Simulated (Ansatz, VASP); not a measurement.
RbAl4Cl in VASP and in Ansatz

```
CELL_PARAMETERS angstrom
5.79182 0.00000 0.00000
-2.89591 5.01587 0.00000
0.00000 0.00000 5.03102
ATOMIC_POSITIONS crystal
Rb 0.33333 0.66667 0.00000
Al 0.00000 0.00000 0.00000
Al 0.33531 0.16765 0.50000
Al 0.83235 0.16765 0.50000
Al 0.83235 0.66469 0.50000
Cl 0.66667 0.33333 0.00000
```

Change from the starting cell: species swapped into the GdCo4Si type (P-6m2, No. 187).

Alike in both runs: functional PBE; k mesh 3 × 3 × 4; occupations gaussian, width 0.1 eV; no spin polarisation.

Ansatz relaxed the structure, and its values are those at the end. VASP's run is a single point on that final structure, the one shown.

```csv
,VASP,Ansatz
version,VASP 6.6.1,Ansatz 0.2.0
potentials or method,"VASP PAW PBE potentials, release 64 (Rb_sv, Al, Cl)","scalar-relativistic, plane waves, PAW"
plane-wave cutoff (eV),520,420
valence electrons in the cell,28,28
```

|  | VASP | Ansatz | Ansatz less VASP |
| --- | --- | --- | --- |
| gap on the k mesh at the Fermi level (eV) | none | none | - |
| pressure (GPa) | 0.1 | 0.1 | 0.00 |

A gap of «none» marks a metal or a gap that the smearing closes.

Caveats: the k mesh is coarse (spacing up to 0.42 Å⁻¹), so the values aren't converged.
